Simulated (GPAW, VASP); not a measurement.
# Fitting the PBE energy curve of K3Ge

It takes space group Fm-3m (No. 225, cubic). The conventional cell has a = 8.622 Å, b = 8.622 Å, c = 8.622 Å, α = 90.00°, β = 90.00°, γ = 90.00°. Around Ge (site symmetry m-3m) lie 8 K at 3.73 Å. Around K (site symmetry m-3m) lie 8 K at 3.73 Å. Around K (site symmetry -43m) lie 4 K at 3.73 Å and 4 Ge at 3.73 Å.

The cell comes from a database or a generator and needn't be the stable form of this composition.

The cell was scaled at fixed shape and fractions and run with GPAW, GPAW PAW data sets (gpaw-data 1.2.1), cutoff 600 eV; PBE, k mesh 6 × 6 × 6 on the cell of 4 atoms, fermi-dirac occupations of 0.05 eV, no spin polarisation, no spin-orbit coupling. Energies are those that the program minimises, any entropy of the smearing included. For a metal such a mesh isn't converged to the digits shown.

```tsv
V (Å³/atom)	energy over the lowest row (meV/atom)
37.6561	5.148
38.4573	?
39.2585	0.683
40.0597	0.000
40.8609	0.203
41.6621	1.234
42.4633	3.067
```

Fit the third-order Birch-Murnaghan form, give V0, B0 and B′, and predict the energy left open.

With y = (V0/V)^(2/3), E = E0 + (9 V0 B0/16) [(y - 1)³ B′ + (y - 1)² (6 - 4y)]. Least squares through the rows shown give V0 = 40.2677 Å³/atom, E0 = -0.040 meV, B0 = 8.946 GPa (1 eV/Å³ = 160.218 GPa) and B′ = 3.17, with a largest miss of 0.011 meV. At V = 38.4573 the form with these constants gives 2.382 meV; the run gave 2.365 meV an atom. Other set-ups at this level, from all their volumes (Å³/atom, GPa): VASP, PBE PAW files Ge_d, K_sv, 520 eV: V0 40.373, B0 8.841.
